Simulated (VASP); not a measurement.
Calculation: SCAN meta-GGA, VASP's PBE PAW potentials (set 64) (plane waves; VASP).

VASP ran on this input.

### POSCAR
```
KF
3.8586820
  0.0000000000   0.7071067271   0.7071067271
  0.7071067271   0.0000000000   0.7071067271
  0.7071067271   0.7071067271   0.0000000000
K F
1 1
Cart
  0.0000000000   0.0000000000   0.0000000000
  0.7071067271   0.7071067271   0.7071067271
```

### INCAR
```
SYSTEM = KF
PREC = Accurate
ENCUT = 520
EDIFF = 1E-6
NELM = 100
ALGO = Normal
LREAL = .FALSE.
LASPH = .TRUE.
ISMEAR = 0
SIGMA = 0.05
LWAVE = .FALSE.
LCHARG = .FALSE.
ISIF = 2
METAGGA = SCAN
LMIXTAU = .TRUE.
```

### KPOINTS
```
Automatic mesh
0
Gamma
8 8 8
0 0 0
```

POTCAR, in this order: K_sv F (PBE.64 set). Program: vasp_std.

What VASP printed:

OSZICAR:
```
       N       E                     dE             d eps       ncg     rms          rms(c)
DAV:   1     0.989627284727E+02    0.98963E+02   -0.85213E+03   696   0.131E+03
DAV:   2    -0.186610127099E+02   -0.11762E+03   -0.10774E+03   908   0.336E+02
DAV:   3    -0.232690935341E+02   -0.46081E+01   -0.45862E+01   912   0.606E+01
DAV:   4    -0.234277495642E+02   -0.15866E+00   -0.15853E+00  1068   0.935E+00
DAV:   5    -0.234291716088E+02   -0.14220E-02   -0.14220E-02   880   0.105E+00    0.582E+00
DAV:   6    -0.183666723521E+02    0.50625E+01   -0.26783E+00   920   0.188E+01    0.226E+00
DAV:   7    -0.176767716745E+02    0.68990E+00   -0.91030E-01   864   0.128E+01    0.182E+00
DAV:   8    -0.188497531700E+02   -0.11730E+01   -0.45398E-01   792   0.101E+01    0.911E-01
DAV:   9    -0.173257860081E+02    0.15240E+01   -0.30088E-01   712   0.628E+00    0.932E-01
DAV:  10    -0.176452734273E+02   -0.31949E+00   -0.25564E-01   720   0.527E+00    0.181E-01
DAV:  11    -0.179325731342E+02   -0.28730E+00   -0.48775E-02   700   0.292E+00    0.388E-01
DAV:  12    -0.176471153494E+02    0.28546E+00   -0.69594E-02   696   0.369E+00    0.158E-01
DAV:  13    -0.176523115588E+02   -0.51962E-02   -0.83677E-03   792   0.110E+00    0.230E-01
DAV:  14    -0.176540176895E+02   -0.17061E-02   -0.10389E-03   812   0.433E-01    0.186E-01
DAV:  15    -0.176644047382E+02   -0.10387E-01   -0.94794E-03   704   0.126E+00    0.434E-02
DAV:  16    -0.176645452000E+02   -0.14046E-03   -0.48076E-04   804   0.282E-01    0.112E-02
DAV:  17    -0.176646756026E+02   -0.13040E-03   -0.60521E-05   804   0.124E-01    0.877E-03
DAV:  18    -0.176645901224E+02    0.85480E-04   -0.30345E-05   744   0.811E-02    0.116E-02
DAV:  19    -0.176646931520E+02   -0.10303E-03   -0.88611E-05   708   0.140E-01    0.207E-03
DAV:  20    -0.176646956884E+02   -0.25364E-05   -0.28969E-06   848   0.247E-02    0.161E-03
DAV:  21    -0.176646950251E+02    0.66334E-06   -0.73630E-07   576   0.107E-02
   1 F= -.17664695E+02 E0= -.17664695E+02  d E =-.323690E-14
```

**OUTCAR**
```
------------------------ aborting loop because EDIFF is reached ----------------------------------------
  FORCE on cell =-STRESS in cart. coord.  units (eV):
  Direction    XX          YY          ZZ          XY          YZ          ZX
  --------------------------------------------------------------------------------------
  Total       -0.6934017     -0.6934017     -0.6934017     -0.0000000      0.0000000      0.0000000
  in kB      -27.3459864    -27.3459864    -27.3459864     -0.0000000      0.0000000      0.0000000
  external PRESSURE =     -27.3459864 kB  Pullay stress =       0.0000000 kB
  volume of cell :       40.63
      direct lattice vectors                 reciprocal lattice vectors
     0.000000000  2.728500000  2.728500000    -0.183250870  0.183250870  0.183250870
     2.728500000  0.000000000  2.728500000     0.183250870 -0.183250870  0.183250870
     2.728500000  2.728500000  0.000000000     0.183250870  0.183250870 -0.183250870
  FREE ENERGIE OF THE ION-ELECTRON SYSTEM (eV)
  ---------------------------------------------------
  free  energy   TOTEN  =       -17.6646950251 eV

  energy  without entropy=      -17.6646950251  energy(sigma->0) =      -17.66469503
```
(Selected blocks of OUTCAR.)

The compound is KF in the rock salt structure. The cell was not relaxed at this level. The run is one of a series of settings (GGA removed, LMIXTAU = .TRUE., METAGGA = SCAN against the base run), some of them coarse on purpose.
